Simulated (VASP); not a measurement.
Crystal: Al3InN4.

```
Al In N
1.0
     3.25068    0.00000    0.00000
     0.00000    3.25068    0.00000
     0.00000    0.00000    9.19852
Al In N
3 1 4
Direct
  0.00000 0.00000 0.50000
  0.50000 0.50000 0.74000
  0.50000 0.50000 0.26000
  0.00000 0.00000 0.00000
  0.00000 0.50000 0.62000
  0.50000 0.00000 0.38000
  0.00000 0.50000 0.13700
  0.50000 0.00000 0.86300
```

The cell was built by a generator and needn't be a form met in nature.

```yaml
Program: VASP 6.6.1
Task: relaxation of cell and atoms
Functional: PBE
Potentials_or_basis: VASP PAW PBE potentials, release 64 (Al, In_d, N)
Cutoff: 520 eV
k_mesh: 4 × 4 × 2
Occupations: gaussian, width 0.15 eV
Spin: no spin polarisation
```

At the start: pressure -1.8 GPa; volume 12.15 Å³/atom.

Question: Where does the relaxation end?

Answer: Over 10 steps the energy falls by 63.4 meV/atom and the volume is 11.84 Å³/atom (-2.6 %); space group P-4m2 (No. 115, to 0.05 Å).

Step by step:
| step | energy change (eV) | largest force (eV/Å) | pressure (GPa) | volume (Å³) |
| --- | --- | --- | --- | --- |
| 1 | 0.0000 | 2.9783 | -1.79 | 97.20 |
| 2 | -0.3798 | 1.5529 | -0.53 | 95.30 |
| 3 | -0.3892 | 1.2927 | -0.87 | 95.55 |
| 4 | -0.4716 | 0.6507 | 0.87 | 94.32 |
| 5 | -0.4716 | 0.6468 | 0.92 | 94.33 |
| 6 | -0.5018 | 0.2680 | -0.28 | 94.90 |
| 7 | -0.5053 | 0.0645 | -0.92 | 95.23 |
| 8 | -0.5055 | 0.0628 | -0.90 | 95.19 |
| 9 | -0.5059 | 0.1016 | 0.69 | 94.30 |
| 10 | -0.5073 | 0.0416 | 0.02 | 94.68 |

Final structure:
```xyz
8
Lattice="3.2194 0.0000 0.0000 0.0000 3.2194 0.0000 0.0000 0.0000 9.1354" Properties=species:S:1:pos:R:3 pbc="T T T"
Al    0.0000    0.0000    4.5677
Al    1.6097    1.6097    6.6815
Al    1.6097    1.6097    2.4540
In    0.0000    0.0000    0.0000
N     3.2194    1.6097    5.6220
N     1.6097    0.0000    3.5135
N     0.0000    1.6097    1.4235
N     1.6097    0.0000    7.7119
```

Caveat: the k mesh is coarse (spacing up to 0.48 Å⁻¹), so the values aren't converged.
